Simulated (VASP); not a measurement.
# NbAl2N3 (P-3m1) in VASP: single point with r2SCAN

Aim: the single point of NbAl2N3 with r2SCAN.

Everything below comes from runs of VASP 6.6.1. Logs are shortened: lines on timing, memory, paths and dates and some standing lists are left out, and cuts for length are marked.

## Step 1: The structure

The structure is trigonal, space group P-3m1 (No. 164). Conventional cell: a = 2.902 Å, b = 2.902 Å, c = 7.587 Å, α = 90.00°, β = 90.00°, γ = 120.00°. Al (site symmetry 3m) has 6 N at 2.02 to 2.05 Å as nearest neighbours. Nb (site symmetry -3m) is surrounded by 6 N at 2.24 Å. N (site symmetry 3m) is surrounded by 3 Al at 2.02 Å and 3 Nb at 2.24 Å. N (site symmetry -3m) has 6 Al at 2.05 Å as nearest neighbours.

The cell was built by a generator and needn't be a form met in nature.

## Step 2: Single point, r2SCAN

INCAR reads:

```
SYSTEM = NbAl2N3
  PREC = Accurate
  ENCUT = 520
  EDIFF = 1E-6
  ISMEAR = 0
  SIGMA = 0.1
  LREAL = .FALSE.
  LASPH = .TRUE.
  NELM = 150
  ALGO = Normal
  ISIF = 2
  LWAVE = .FALSE.
  LCHARG = .FALSE.
  METAGGA = R2SCAN
  LMIXTAU = .TRUE.
  KPAR = 4
```

KPOINTS reads:

```
regular mesh
0
G
  12 12 4
  0 0 0
```

POSCAR reads:

```
NbAl2N3                                 
1.0
    2.9024061664      0.0000000000      0.0000000000
   -1.4512030783      2.5135574675     -0.0000000000
   -0.0000000000      0.0000000000      7.5868549112
  Al              Nb              N             
     2     1     3
Direct
     0.3333333300000021    0.6666666699999979    0.6551283808934540
     0.6666666699999979    0.3333333300000021    0.3448716191065460
     0.0000000000000000    0.0000000000000000    0.0000000000000000
     0.6666666699999979    0.3333333300000021    0.8040298059774181
     0.3333333300000021    0.6666666699999979    0.1959701940225819
     0.0000000000000000    0.0000000000000000    0.5000000000000000
```

Potentials or basis: VASP PAW PBE potentials, release 64 (Al, Nb_sv, N).

Launch:

```
$ cat potpaw_PBE.64/Al/POTCAR potpaw_PBE.64/Nb_sv/POTCAR potpaw_PBE.64/N/POTCAR > POTCAR
$ mpirun -np 4 vasp_std > vasp.out
```

OUTCAR:

```text
SYSTEM = NbAl2N3
   PREC = Accurate
   ENCUT = 520
   EDIFF = 1E-6
   ISMEAR = 0
   LREAL = .FALSE.
   LASPH = .TRUE.
   NELM = 150
   ISIF = 2
   METAGGA = R2SCAN

 ion  position               nearest neighbor table
   1  0.333  0.667  0.655-   4 2.02   4 2.02   4 2.02   6 2.05   6 2.05   6 2.05   2 2.89   2 2.89
                             2 2.89   3 3.11   3 3.11   3 3.11
   2  0.667  0.333  0.345-   5 2.02   5 2.02   5 2.02   6 2.05   6 2.05   6 2.05   1 2.89   1 2.89
                             1 2.89   3 3.11   3 3.11   3 3.11
   3  0.000  0.000  0.000-   4 2.24   5 2.24   5 2.24   4 2.24   4 2.24   5 2.24   1 3.11   2 3.11
                             1 3.11   2 3.11   1 3.11   2 3.11
   4  0.667  0.333  0.804-   1 2.02   1 2.02   1 2.02   3 2.24   3 2.24   3 2.24
   5  0.333  0.667  0.196-   2 2.02   2 2.02   2 2.02   3 2.24   3 2.24   3 2.24
   6  0.000  0.000  0.500-   1 2.05   2 2.05   1 2.05   2 2.05   2 2.05   1 2.05

  LATTYP: Found a hexagonal cell.
 ALAT       =     2.9024061664
 C/A-ratio  =     2.6139880073

  Lattice vectors:

 A1 = (   2.9024061664,   0.0000000000,   0.0000000000)
 A2 = (  -1.4512030783,   2.5135574675,   0.0000000000)
 A3 = (   0.0000000000,   0.0000000000,   7.5868549112)

Analysis of symmetry for initial positions (statically):
=====================================================================
 Subroutine PRICEL returns:
 Original cell was already a primitive cell.

 Routine SETGRP: Setting up the symmetry group for a
 hexagonal supercell.

 Subroutine GETGRP returns: Found 12 space group operations
 (whereof 12 operations were pure point group operations)
 out of a pool of 24 trial point group operations.

The static configuration has the point symmetry D_3d.

Analysis of symmetry for dynamics (positions and initial velocities):
=====================================================================
 Subroutine PRICEL returns:
 Original cell was already a primitive cell.

 Routine SETGRP: Setting up the symmetry group for a
 hexagonal supercell.

 Subroutine GETGRP returns: Found 12 space group operations
 (whereof 12 operations were pure point group operations)
 out of a pool of 24 trial point group operations.

The dynamic configuration has the point symmetry D_3d.

 Subroutine INISYM returns: Found 12 space group operations
 (whereof 12 operations are pure point group operations),
 and found     1 'primitive' translations

----------------------------------------------------------------------------------------

                                     Primitive cell

  volume of cell :      55.3489

  direct lattice vectors                    reciprocal lattice vectors
     2.902406166  0.000000000  0.000000000     0.344541716  0.198921252  0.000000000
    -1.451203078  2.513557468  0.000000000     0.000000000  0.397842505  0.000000000
     0.000000000  0.000000000  7.586854911     0.000000000  0.000000000  0.131806923

  length of vectors
     2.902406166  2.902406160  7.586854911     0.397842504  0.397842505  0.131806923

  position of ions in fractional coordinates (direct lattice)
     0.333333330  0.666666670  0.655128381
     0.666666670  0.333333330  0.344871619
     0.000000000  0.000000000  0.000000000
     0.666666670  0.333333330  0.804029806
     0.333333330  0.666666670  0.195970194
     0.000000000  0.000000000  0.500000000

  ion indices of the primitive-cell ions
   primitive index   ion index
                 1           1
                 2           2
                 3           3
                 4           4
                 5           5
                 6           6

----------------------------------------------------------------------------------------

 KPOINTS: regular mesh

Automatic generation of k-mesh.
 Grid dimensions read from file:
 generate k-points for:   12   12    4

 Generating k-lattice:

  Cartesian coordinates                     Fractional coordinates (reciprocal lattice)
     0.028711810  0.016576771  0.000000000     0.083333333  0.000000000  0.000000000
     0.000000000  0.033153542  0.000000000     0.000000000  0.083333333  0.000000000
     0.000000000  0.000000000  0.032951731     0.000000000  0.000000000  0.250000000

  Length of vectors
     0.033153542  0.033153542  0.032951731

  Shift w.r.t. Gamma in fractional coordinates (k-lattice)
     0.000000000  0.000000000  0.000000000

 Subroutine IBZKPT returns following result:
 ===========================================

 Found     69 irreducible k-points:

 Following reciprocal coordinates:
            Coordinates               Weight
  0.000000  0.000000  0.000000      1.000000
  0.083333  0.000000  0.000000      6.000000
  0.166667  0.000000  0.000000      6.000000
  0.250000  0.000000  0.000000      6.000000
  0.333333  0.000000  0.000000      6.000000
  0.416667 -0.000000  0.000000      6.000000
[... 16 lines left out ...]
  0.166667  0.000000  0.250000      6.000000
  0.000000  0.166667  0.250000      6.000000
 [... further k-points ...]
   k-points           NKPTS =     69   k-points in BZ     NKDIM =     69   number of bands    NBANDS=     21
   number of dos      NEDOS =    301   number of ions     NIONS =      6
   total plane-waves  NPLWV =  32256
   dimension x,y,z NGX =    24 NGY =   24 NGZ =   56
   dimension x,y,z NGXF=    48 NGYF=   48 NGZF=  112
   ions per type =               2   1   3
   NGX,Y,Z   is equivalent  to a cutoff of  13.75, 13.75, 12.27 a.u.
   NGXF,Y,Z  is equivalent  to a cutoff of  27.49, 27.49, 24.54 a.u.
 SYSTEM =  NbAl2N3
   PREC   = accura    normal or accurate (medium, high low for compatibility)
   ISTART =      0    job   : 0-new  1-cont  2-samecut
   ICHARG =      2    charge: 1-file 2-atom 10-const
   ISPIN  =      1    spin polarized calculation?
   LNONCOLLINEAR =      F non collinear calculations
   LSORBIT =      F    spin-orbit coupling
   LASPH  =      T    aspherical Exc in radial PAW
   ENCUT  =  520.0 eV  38.22 Ry    6.18 a.u.   5.40  5.40 14.11*2*pi/ulx,y,z
   NELM   =    150;   NELMIN=  2; NELMDL= -5     # of ELM steps
   EDIFF  = 0.1E-05   stopping-criterion for ELM
   LREAL  =      F    real-space projection
   EDIFFG = 0.1E-04   stopping-criterion for IOM
   NSW    =      0    number of steps for IOM
   IBRION =     -1    ionic relax: 0-MD 1-quasi-New 2-CG
   NFREE  =      0    steps in history (QN), initial steepest desc. (CG)
   ISIF   =      2    stress and relaxation
   ISYM   =      2    0-nonsym 1-usesym 2-fastsym
   POTIM  = 0.5000    time-step for ionic-motion
   TEBEG  =    0.0;   TEEND  =   0.0 temperature during run
   PSTRESS=    0.0 pullay stress
   NELECT =      34.0000    total number of electrons
   NUPDOWN=      -1.0000    fix difference up-down
   EMIN   =  10.00;   EMAX   =-10.00  energy-range for DOS
   EFERMI =   0.00;   METHOD = LEGACY
   ISMEAR =     0;   SIGMA  =   0.10  broadening in eV -4-tet -1-fermi 0-gaus
   EFERMI_NEDOS =   21; number of points for ismear=-14 and -15
   IALGO  =     38    algorithm
   IMIX   =      4    mixing-type and parameters
     AMIX     =   0.40;   BMIX     =  1.00
     AMIX_MAG =   1.60;   BMIX_MAG =  1.00
  volume/ion in A,a.u.               =       9.22        62.25
  Fermi-wavevector in a.u.,A,eV,Ry     =   1.391655  2.629846 26.350448  1.936703
  Thomas-Fermi vector in A             =   2.515473
   LORBIT       =      0    0 simple, 1 ext, 2 COOP (PROOUT), +10 PAW based schemes
   METAGGA = R2SCAN    functional components
   LHFCALC =     F    Hartree Fock is set to
   AEXX    =    0.0000 exact exchange contribution
   IVDW    =     0    specifies the selected vdW correction
   LEPSILON=     F    determine dielectric tensor
   LRPA    =     F    only Hartree local field effects (RPA)
 non-spin polarized calculation
 Gauss-broadening in eV      SIGMA  =   0.10
  energy-cutoff  :      520.00
  volume of cell :       55.35
 maximum number of plane-waves:      1528
 NGX is ok and might be reduce to    24
   NGX = 11   NGY = 11   NGZ = 29

 number of electron      34.0000000 magnetization

 Free energy of the ion-electron system (eV)
  ---------------------------------------------------
  ext. energy  EPLUGINS =         0.00000000
  ---------------------------------------------------
  free energy    TOTEN  =       -73.78692741 eV

  energy without entropy =      -73.78277422  energy(sigma->0) =      -73.78485081

 E-fermi :  11.6917     XC(G=0): -13.3532

 val. band max:       11.6690364436   @ k =   0.2500   0.2500   0.5000
 cond. band min:      11.7184043963   @ k =   0.3333   0.2500   0.5000
 fundamental gap:      0.0493679528
 Fermi energy:        11.6916839090

 k-point     1 :       0.0000    0.0000    0.0000
  band No.  band energies     occupation
      1     -45.8158      2.00000
      2     -21.3155      2.00000
      3     -20.5496      2.00000
      4     -20.5496      2.00000
      5      -7.4661      2.00000
      6      -5.4909      2.00000
[... 13 lines left out ...]
     20      15.3053      0.00000
     21      15.3053      0.00000

 k-point     2 :       0.0833    0.0000    0.0000
  band No.  band energies     occupation
      1     -45.8026      2.00000
      2     -21.2948      2.00000
      3     -20.6459      2.00000
      4     -20.5698      2.00000
      5      -7.3399      2.00000
      6      -5.4376      2.00000
[... 13 lines left out ...]
     20      15.2431      0.00000
     21      15.3872      0.00000

 k-point     3 :       0.1667    0.0000    0.0000
  band No.  band energies     occupation
      1     -45.7665      2.00000
      2     -21.2380      2.00000
      3     -20.9027      2.00000
      4     -20.6247      2.00000
      5      -6.9733      2.00000
      6      -5.2875      2.00000
[... 13 lines left out ...]
     20      15.4092      0.00000
     21      15.5924      0.00000
[... 457 lines left out ...]
 k-point    23 :       0.1667    0.0000    0.2500
  band No.  band energies     occupation
      1     -45.7665      2.00000
      2     -21.2380      2.00000
      3     -20.9027      2.00000
      4     -20.6247      2.00000
      5      -6.8855      2.00000
      6      -5.6497      2.00000
[... 13 lines left out ...]
     20      15.3556      0.00000
     21      15.6007      0.00000

 k-point    24 :       0.0000    0.1667    0.2500
  band No.  band energies     occupation
      1     -45.7665      2.00000
      2     -21.2380      2.00000
      3     -20.9027      2.00000
      4     -20.6247      2.00000
      5      -6.8971      2.00000
      6      -5.6069      2.00000
[... 13 lines left out ...]
     20      15.1408      0.00000
     21      15.6234      0.00000

 [... further k-points ...]

------------------------ aborting loop because EDIFF is reached ----------------------------------------

  FORCE on cell =-STRESS in cart. coord.  units (eV):
  Direction    XX          YY          ZZ          XY          YZ          ZX
  --------------------------------------------------------------------------------------
  -------------------------------------------------------------------------------------
  Total       -1.8110501     -1.8110501     -1.5219091     -0.0000000      0.0000000     -0.0000000
  in kB      -52.4242545    -52.4242543    -44.0545227     -0.0000001      0.0000000     -0.0000000
  external PRESSURE =     -49.6343439 kB  Pullay stress =       0.0000000 kB

 VOLUME and BASIS-vectors are now :
 -----------------------------------------------------------------------------
  energy-cutoff  :      520.00
  volume of cell :       55.35
      direct lattice vectors                 reciprocal lattice vectors
     2.902406166  0.000000000  0.000000000     0.344541716  0.198921252  0.000000000
    -1.451203078  2.513557468  0.000000000     0.000000000  0.397842505  0.000000000
     0.000000000  0.000000000  7.586854911     0.000000000  0.000000000  0.131806923

 POSITION                                       TOTAL-FORCE (eV/Angst)
 -----------------------------------------------------------------------------------
     -0.00000      1.67570      4.97036         0.000000      0.000000     -0.033431
      1.45120      0.83785      2.61649         0.000000     -0.000000      0.033431
      0.00000      0.00000      0.00000         0.000000      0.000000      0.000000
      1.45120      0.83785      6.10006        -0.000000     -0.000000     -0.199116
     -0.00000      1.67570      1.48680        -0.000000      0.000000      0.199116
      0.00000      0.00000      3.79343         0.000000      0.000000      0.000000
 -----------------------------------------------------------------------------------
    total drift:                                0.000000     -0.000000      0.000000

  FREE ENERGIE OF THE ION-ELECTRON SYSTEM (eV)
  ---------------------------------------------------
  free  energy   TOTEN  =       -73.7869274128 eV

  energy  without entropy=      -73.7827742165  energy(sigma->0) =      -73.78485081
```

It took 3 min on 4 MPI ranks of AMD EPYC 7R43 (Zen 3), shared host; peak memory 0.2 GiB.

Results:

```yaml
Free_energy: -73.7869 eV
Pressure: -5.0 GPa
Largest_force: 0.199 eV/Å
Band_gap_on_the_k_mesh: none (metal or under the smearing width)
```

Forces in eV/Å, atoms in the order of the input:
```
Al   0.000  0.000 -0.033
Al   0.000  0.000  0.033
Nb   0.000  0.000  0.000
N    0.000  0.000 -0.199
N    0.000  0.000  0.199
N    0.000  0.000  0.000
```

Levels at points of the mesh, in eV from the Fermi level:
| k point | band 14 | band 15 | band 16 | band 17 | band 18 | band 19 | band 20 | band 21 |
| --- | --- | --- | --- | --- | --- | --- | --- | --- |
| (0.00, 0.00, 0.00) | -1.92 | -1.62 | -1.62 | -0.95 | 0.64 | 0.64 | 3.61 | 3.61 |
| (0.50, 0.00, 0.00) | -4.00 | -3.10 | -2.63 | -2.58 | 3.25 | 3.97 | 4.65 | 4.76 |
| (0.00, 0.00, 0.50) | -2.07 | -2.04 | -2.04 | -0.15 | 0.68 | 0.68 | 3.65 | 3.65 |
| (0.50, 0.00, 0.50) | -3.96 | -3.26 | -3.18 | -2.11 | 3.72 | 4.03 | 4.77 | 5.08 |

Caveat: the PAW data sets were made with another functional, which shifts forces and pressure a little.
